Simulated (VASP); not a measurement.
LiF:

```xyz
2
Lattice="0.0000 2.0100 2.0100 2.0100 0.0000 2.0100 2.0100 2.0100 0.0000" Properties=species:S:1:pos:R:3 pbc="T T T"
Li    0.0000    0.0000    0.0000
F     2.0100    2.0100    2.0100
```

The cell was built by a generator and needn't be a form met in nature.

```yaml
Program: VASP 6.6.1
Task: relaxation of cell and atoms
Functional: r2SCAN
Dispersion: rVV10
Potentials_or_basis: VASP PAW PBE potentials, release 64 (Li_sv, F)
Cutoff: 600 eV
k_mesh: 12 × 12 × 12
Occupations: gaussian, width 0.02 eV
Spin: no spin polarisation
```

At the start: pressure -3.7 GPa; volume 8.12 Å³/atom.

Task: Where does the relaxation end?

Result: Over 4 steps the energy falls by 4.7 meV/atom and the volume is 7.75 Å³/atom (-4.6 %); space group Fm-3m (No. 225, to 0.05 Å).

The path:
```
step  energy change (eV)  largest force (eV/Å)  pressure (GPa)  volume (Å³)
   1              0.0000                0.0000           -3.72        16.24
   2             -0.0078                0.0000           -1.66        15.80
   3             -0.0092                0.0000           -0.54        15.60
   4             -0.0094                0.0000           -0.03        15.50
```

Final structure:
```yaml
crystal:
  lattice:
    - [0.00000, 1.97904, 1.97904]
    - [1.97904, 0.00000, 1.97904]
    - [1.97904, 1.97904, 0.00000]
  atoms:
    - { symbol: Li, position: [0.00000, 0.00000, 0.00000] }
    - { symbol: F, position: [0.50000, 0.50000, 0.50000] }
```

Caveat: the cutoff is under 1.25 times the usual one of these potentials, so pressure, stress and relaxed cells hold a basis-set (Pulay) error; the PAW data sets were made with another functional, which shifts forces and pressure a little.
